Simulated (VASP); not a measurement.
Calculation: r2SCAN meta-GGA, VASP's PBE PAW potentials (set 64) (plane waves; VASP).

A VASP calculation is set up with these files.

**INCAR**
```
! general
SYSTEM =ZrC
PREC   =Accurate
ENCUT  =520
LREAL  =F
LASPH  =T

! electronic loop
EDIFF  =1E-6
NELM   =100
ALGO   =Normal
LMAXMIX=4
LMIXTAU=T

! smearing
ISMEAR =1
SIGMA  =0.1

! functional
METAGGA=R2SCAN

! ions
ISIF   =2

! output
LWAVE  =F
LCHARG =F
```

**POSCAR**
```
ZrC
1
    0.0000000000     2.2987910000     2.3369170000
    2.3725850000     0.0000000000     2.3369170000
    2.3725850000     2.2987910000     0.0000000000
Zr C
1 1
Direct
  0.0000000000   0.0000000000   0.0000000000
  0.4802910000   0.5197090000   0.5197090000
```

KPOINTS:
```
Automatic mesh
0
Gamma
12 12 12
0 0 0
```

POTCAR, in this order: Zr_sv C (PBE.64 set). Program: vasp_std.

Output of the run:

OSZICAR:
```
       N       E                     dE             d eps       ncg     rms          rms(c)
DAV:   1     0.939857513378E+02    0.93986E+02   -0.92003E+03  6728   0.138E+03
DAV:   2    -0.376114244075E+02   -0.13160E+03   -0.12393E+03  7812   0.347E+02
DAV:   3    -0.440711646922E+02   -0.64597E+01   -0.62933E+01 10428   0.668E+01
DAV:   4    -0.443060996061E+02   -0.23493E+00   -0.23464E+00  8704   0.120E+01
DAV:   5    -0.443139411449E+02   -0.78415E-02   -0.78403E-02  9964   0.164E+00    0.236E+01
DAV:   6    -0.339150428696E+02    0.10399E+02   -0.12506E+01  8096   0.331E+01    0.696E+00
DAV:   7    -0.346725635970E+02   -0.75752E+00   -0.54425E-01  7916   0.837E+00    0.455E+00
DAV:   8    -0.343103419750E+02    0.36222E+00   -0.56728E-01  7892   0.881E+00    0.132E+00
DAV:   9    -0.346592448742E+02   -0.34890E+00   -0.36206E-01  7580   0.620E+00    0.506E-01
DAV:  10    -0.346698241165E+02   -0.10579E-01   -0.94416E-03  7900   0.974E-01    0.450E-01
DAV:  11    -0.346620336988E+02    0.77904E-02   -0.47748E-02  7816   0.159E+00    0.353E-01
DAV:  12    -0.346676681700E+02   -0.56345E-02   -0.10144E-02  7652   0.862E-01    0.947E-02
DAV:  13    -0.346701284354E+02   -0.24603E-02   -0.14970E-03  7756   0.336E-01    0.376E-02
DAV:  14    -0.346705653660E+02   -0.43693E-03   -0.10469E-03  7776   0.268E-01    0.255E-02
DAV:  15    -0.346705737366E+02   -0.83706E-05   -0.19852E-05  9928   0.376E-02    0.250E-02
DAV:  16    -0.346705872981E+02   -0.13561E-04   -0.29739E-05  7508   0.453E-02    0.266E-02
DAV:  17    -0.346705917905E+02   -0.44925E-05   -0.16845E-05  8036   0.381E-02    0.227E-02
DAV:  18    -0.346705848183E+02    0.69722E-05   -0.20939E-05  7496   0.370E-02    0.330E-02
DAV:  19    -0.346705850562E+02   -0.23785E-06   -0.36737E-06  6884   0.257E-02
   1 F= -.34670585E+02 E0= -.34670644E+02  d E =0.177950E-03
```

File OUTCAR:
```
------------------------ aborting loop because EDIFF is reached ----------------------------------------
  FORCE on cell =-STRESS in cart. coord.  units (eV):
  Direction    XX          YY          ZZ          XY          YZ          ZX
  --------------------------------------------------------------------------------------
  Total        0.3960403      2.0804364      0.9886378      0.0000000      0.0000000      0.0000000
  in kB       24.8917520    130.7586664     62.1374219      0.0000000      0.0000000      0.0000000
  external PRESSURE =      72.5959468 kB  Pullay stress =       0.0000000 kB
  volume of cell :       25.49
      direct lattice vectors                 reciprocal lattice vectors
     0.000000000  2.298791000  2.336917000    -0.210740606  0.217505637  0.213957107
     2.372585000  0.000000000  2.336917000     0.210740606 -0.217505637  0.213957107
     2.372585000  2.298791000  0.000000000     0.210740606  0.217505637 -0.213957107
 POSITION                                       TOTAL-FORCE (eV/Angst)
 -----------------------------------------------------------------------------------
      0.00000      0.00000      0.00000         0.496044      0.000000      0.000000
      2.46611      2.29879      2.33692        -0.496044      0.000000      0.000000
 -----------------------------------------------------------------------------------
    total drift:                                0.000529      0.000000     -0.000001
  FREE ENERGIE OF THE ION-ELECTRON SYSTEM (eV)
  ---------------------------------------------------
  free  energy   TOTEN  =       -34.6705850562 eV

  energy  without entropy=      -34.6707630062  energy(sigma->0) =      -34.67064437
```
(Selected blocks of OUTCAR.)

The compound is ZrC in the rock salt structure. The cell was not relaxed at this level, atoms are displaced from their ideal sites. The run is one of a series of settings (GGA removed, LMIXTAU = .TRUE., METAGGA = R2SCAN against the base run), some of them coarse on purpose.
